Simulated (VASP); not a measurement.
# Si3P4 (I-42m) in VASP: phonons with PBE

Aim: the phonons of Si3P4 with PBE.

Program: VASP 6.6.1. These are calculated values, not measurements. Logs are shortened: lines on timing, memory, paths and dates and some standing lists are left out, and cuts for length are marked.

## (1) The crystal as given

It takes space group I-42m (No. 121, tetragonal). The conventional cell has a = 5.120 Å, b = 5.120 Å, c = 10.241 Å, α = 90.00°, β = 90.00°, γ = 90.00°. Around Si (site symmetry -4) lie 4 P at 2.29 Å. Around Si (site symmetry -42m) lie 4 P at 2.27 Å. P (site symmetry m) is surrounded by 3 Si at 2.27 to 2.29 Å.

The cell was built by a generator and needn't be a form met in nature.

## (2) Phonons, PBE

Input file POSCAR:

```
Si3P4
1.0
   -2.5601700000      2.5601700000      5.1203400000
    2.5601700000     -2.5601700000      5.1203400000
    2.5601700000      2.5601700000     -5.1203400000
Si P
3 4
Direct
    0.7500000000      0.2500000000      0.5000000000
    0.2500000000      0.7500000000      0.5000000000
    0.5000000000      0.5000000000      0.0000000000
    0.3452520000      0.8830800000      0.0000000000
    0.8830800000      0.3452520000      0.0000000000
    0.1169200000      0.1169200000      0.4621720000
    0.6547480000      0.6547480000      0.5378280000
```

Input file INCAR.step1:

```
  ALGO = Normal
  EDIFF = 1E-8
  EDIFFG = -0.002
  ENCUT = 520
  GGA = PE
  IBRION = 2
  ISIF = 3
  ISMEAR = 0
  KPAR = 4
  LASPH = T
  LCHARG = F
  LREAL = F
  LWAVE = F
  NELM = 100
  NSW = 40
  PREC = Accurate
  SIGMA = 0.1
```

Input file INCAR.step2:

```
  ALGO = Normal
  EDIFF = 1E-8
  ENCUT = 520
  GGA = PE
  IBRION = 6
  ISIF = 2
  ISMEAR = 0
  KPAR = 4
  LASPH = T
  LCHARG = F
  LREAL = F
  LWAVE = F
  NELM = 100
  NFREE = 2
  NSW = 1
  POTIM = 0.015
  PREC = Accurate
  SIGMA = 0.1
```

Input file KPOINTS:

```
k-points
0
Gamma
  8 8 8
```

Potentials or basis: VASP PAW PBE potentials, release 64 (Si, P).

Run with:

```console
$ cat potpaw_PBE.64/Si/POTCAR potpaw_PBE.64/P/POTCAR > POTCAR
$ cp INCAR.step1 INCAR
$ mpirun -np 4 vasp_std > vasp.out
$ cp CONTCAR POSCAR
$ cp INCAR.step2 INCAR
$ mpirun -np 4 vasp_std > vasp.out
```

OUTCAR:

```text
EDIFF = 1E-8
   ENCUT = 520
   GGA = PE
   IBRION = 6
   ISIF = 2
   ISMEAR = 0
   LASPH = T
   LREAL = F
   NELM = 100
   NFREE = 2
   NSW = 1
   POTIM = 0.015
   PREC = Accurate

 ion  position               nearest neighbor table
   1  0.750  0.250  0.500-   7 2.29   6 2.29   5 2.29   4 2.29
   2  0.250  0.750  0.500-   7 2.29   6 2.29   4 2.29   5 2.29
   3  0.500  0.500  0.000-   7 2.27   4 2.27   5 2.27   6 2.27
   4  0.345  0.883  0.000-   3 2.27   2 2.29   1 2.29
   5  0.883  0.345  0.000-   3 2.27   1 2.29   2 2.29
   6  0.117  0.117  0.462-   3 2.27   1 2.29   2 2.29
   7  0.655  0.655  0.538-   3 2.27   2 2.29   1 2.29

  LATTYP: Found a body centered tetragonal cell.
 ALAT       =     5.1204306235
 C/A-ratio  =     1.9999030958

  Lattice vectors:

 A1 = (  -2.5602153118,   2.5602153118,   5.1201825278)
 A2 = (   2.5602153118,  -2.5602153118,   5.1201825278)
 A3 = (   2.5602153118,   2.5602153118,  -5.1201825278)

Analysis of symmetry for initial positions (statically):
=====================================================================
 Subroutine PRICEL returns:
 Original cell was already a primitive cell.

 Routine SETGRP: Setting up the symmetry group for a
 body centered tetragonal supercell.

 Subroutine GETGRP returns: Found  8 space group operations
 (whereof  8 operations were pure point group operations)
 out of a pool of 16 trial point group operations.

The static configuration has the point symmetry D_2d.

Analysis of symmetry for dynamics (positions and initial velocities):
=====================================================================
 Subroutine PRICEL returns:
 Original cell was already a primitive cell.

 Routine SETGRP: Setting up the symmetry group for a
 body centered tetragonal supercell.

 Subroutine GETGRP returns: Found  8 space group operations
 (whereof  8 operations were pure point group operations)
 out of a pool of 16 trial point group operations.

The dynamic configuration has the point symmetry D_2d.

 Subroutine INISYM returns: Found  8 space group operations
 (whereof  8 operations are pure point group operations),
 and found     1 'primitive' translations

----------------------------------------------------------------------------------------

                                     Primitive cell
[... 362 lines left out ...]
  ext. energy  EPLUGINS =         0.00000000
  ---------------------------------------------------
  free energy    TOTEN  =       -38.63614478 eV

  energy without entropy =      -38.63612155  energy(sigma->0) =      -38.63613316

 E-fermi :   6.2674     XC(G=0):  -9.7227

 val. band max:        6.0750382364   @ k =   0.0000   0.0000   0.0000
 cond. band min:       6.4215146222   @ k =   0.5000   0.5000   0.5000
 fundamental gap:      0.3464763858
 Fermi energy:         6.2674283601

 k-point     1 :       0.0000    0.0000    0.0000
  band No.  band energies     occupation
      1      -7.6420      2.00000
      2      -4.1528      2.00000
      3      -4.0643      2.00000
      4      -4.0536      2.00000
      5      -2.4549      2.00000
      6      -2.2488      2.00000
[... 541 lines left out ...]
     19       8.9013      0.00000
     20       9.2605      0.00000

 [... further k-points ...]

------------------------ aborting loop because EDIFF is reached ----------------------------------------

  FORCE on cell =-STRESS in cart. coord.  units (eV):
  Direction    XX          YY          ZZ          XY          YZ          ZX
  --------------------------------------------------------------------------------------
  -------------------------------------------------------------------------------------
  Total       -0.0043024     -0.0043024     -0.1280608     -0.0984677     -0.0630632      0.0630633
  in kB       -0.0513479     -0.0513479     -1.5283698     -1.1751848     -0.7526419      0.7526422
  external PRESSURE =      -0.5436885 kB  Pullay stress =       0.0000000 kB
[... 22 lines left out ...]
  FREE ENERGIE OF THE ION-ELECTRON SYSTEM (eV)
  ---------------------------------------------------
  free  energy   TOTEN  =       -38.6361447752 eV

  energy  without entropy=      -38.6361215516  energy(sigma->0) =      -38.63613316

 INTERNAL STRAIN TENSORS FROM DISPLACED ATOMS
 ============================================

 INTERNAL STRAIN TENSOR FOR ION    1 for displacements in x,y,z  (eV/Angst):
          X           Y           Z          XY          YZ          ZX
  --------------------------------------------------------------------------------
  x     0.00000     0.00000     0.00000     0.00000    -8.14023     0.57906
  y     0.00000     0.00000     0.00000     0.00000    -0.57906    -8.14022
  z     2.87647    -2.87647     0.00000    -8.97761     0.00000     0.00000

 INTERNAL STRAIN TENSOR FOR ION    7 for displacements in x,y,z  (eV/Angst):
          X           Y           Z          XY          YZ          ZX
  --------------------------------------------------------------------------------
  x    -8.61890    -0.82639    -1.58495    -4.71924     6.38628    -3.21179
  y    -0.82639    -8.61890    -1.58495    -4.71923    -3.21179     6.38628
  z    -0.63350    -0.63350    -8.93365     6.64513    -4.19250    -4.19250

 Eigenvectors and eigenvalues of the dynamical matrix
 ----------------------------------------------------

   1 f  =   14.980509 THz    94.125315 2PiTHz  499.695998 cm-1    61.954380 meV
             X         Y         Z           dx          dy          dz
     -0.000000  2.560215  2.560091    -0.000000    0.000000   -0.579344
      2.560215 -0.000000  2.560091     0.000000   -0.000000   -0.579344
      0.000000  0.000000  5.120183    -0.000000    0.000000   -0.018880
      1.376946 -1.376946  6.289496     0.041914   -0.041914    0.280317
     -1.376946  1.376946  6.289496    -0.041914    0.041914    0.280317
      1.183269  1.183269 -1.169313     0.041914    0.041914    0.280317
      1.376946  1.376946  3.950869    -0.041914   -0.041914    0.280317
[... 191 lines left out ...]
  21 f/i=    0.001531 THz     0.009621 2PiTHz    0.051075 cm-1     0.006333 meV
             X         Y         Z           dx          dy          dz
     -0.000000  2.560215  2.560091    -0.311691    0.194469    0.000000
      2.560215 -0.000000  2.560091    -0.311639    0.194553    0.000000
      0.000000  0.000000  5.120183    -0.311565    0.194449    0.000000
      1.376946 -1.376946  6.289496    -0.327167    0.204118   -0.000062
     -1.376946  1.376946  6.289496    -0.327167    0.204118    0.000062
      1.183269  1.183269 -1.169313    -0.327308    0.204342   -0.000014
      1.376946  1.376946  3.950869    -0.327308    0.204342    0.000014

 ELASTIC MODULI CONTR FROM IONIC RELAXATION (kBar)
 Direction    XX          YY          ZZ          XY          YZ          ZX
 --------------------------------------------------------------------------------
 XX        -376.8167   -157.0340   -193.0667      0.0000     -0.0000     -0.0000
 YY        -157.0340   -376.8167   -193.0667      0.0000     -0.0000     -0.0000
 ZZ        -193.0667   -193.0667   -389.8596     -0.0000     -0.0000     -0.0000
 XY           0.0000     -0.0000     -0.0000   -318.0302      0.0000     -0.0000
 YZ          -0.0000     -0.0000     -0.0000      0.0000   -354.6972     -0.0000
 ZX          -0.0000     -0.0000     -0.0000     -0.0000     -0.0000   -354.6972
 --------------------------------------------------------------------------------
```

OUTCAR.step1:

```text
EDIFF = 1E-8
   EDIFFG = -0.002
   ENCUT = 520
   GGA = PE
   IBRION = 2
   ISIF = 3
   ISMEAR = 0
   LASPH = T
   LREAL = F
[... 848 lines left out ...]
      1.18327      1.18327     -1.16931         0.000746      0.000746     -0.001271
      1.37695      1.37695      3.95087        -0.000746     -0.000746     -0.001271
 -----------------------------------------------------------------------------------
    total drift:                                0.000000      0.000000      0.000000

  FREE ENERGIE OF THE ION-ELECTRON SYSTEM (eV)
  ---------------------------------------------------
  free  energy   TOTEN  =       -38.6374085262 eV

  energy  without entropy=      -38.6373931281  energy(sigma->0) =      -38.63740083

 reached required accuracy - stopping structural energy minimisation
```

OSZICAR.step1:

```text
N       E                     dE             d eps       ncg     rms          rms(c)
DAV:   1     0.112134900563E+03    0.11213E+03   -0.13165E+04  2360   0.135E+03
DAV:   2    -0.299191087178E+02   -0.14205E+03   -0.13633E+03  3104   0.200E+02
DAV:   3    -0.390712129880E+02   -0.91521E+01   -0.89520E+01  3084   0.499E+01
[... 16 lines left out ...]
DAV:   2    -0.386374084716E+02   -0.65810E-06   -0.68677E-06  3092   0.150E-02    0.151E-03
DAV:   3    -0.386374084786E+02   -0.69913E-08   -0.15379E-07  2908   0.263E-03    0.112E-03
DAV:   4    -0.386374085068E+02   -0.28223E-07   -0.50181E-08  2756   0.123E-03    0.511E-04
DAV:   5    -0.386374085233E+02   -0.16434E-07   -0.71793E-09  1620   0.516E-04    0.161E-04
DAV:   6    -0.386374085262E+02   -0.29904E-08   -0.99289E-10  1564   0.215E-04
   2 F= -.38637409E+02 E0= -.38637401E+02  d E =-.269415E-05
```

Run time: 19 min. Hardware: 4 MPI ranks of Intel Xeon Platinum 8488C (Sapphire Rapids), shared host; peak memory 1.1 GiB.

What came out:

| Quantity | Value |
| --- | --- |
| Highest phonon frequency at Γ, LO-TO splitting left out | 500 cm⁻¹ |

Phonon frequencies in cm⁻¹ (negative: imaginary):
| q point | frequencies |
| --- | --- |
| (0.000, 0.000, 0.000) | 0 0 0 151 151 199 208 208 240 255 328 370 394 394 407 438 438 446 470 470 500 |
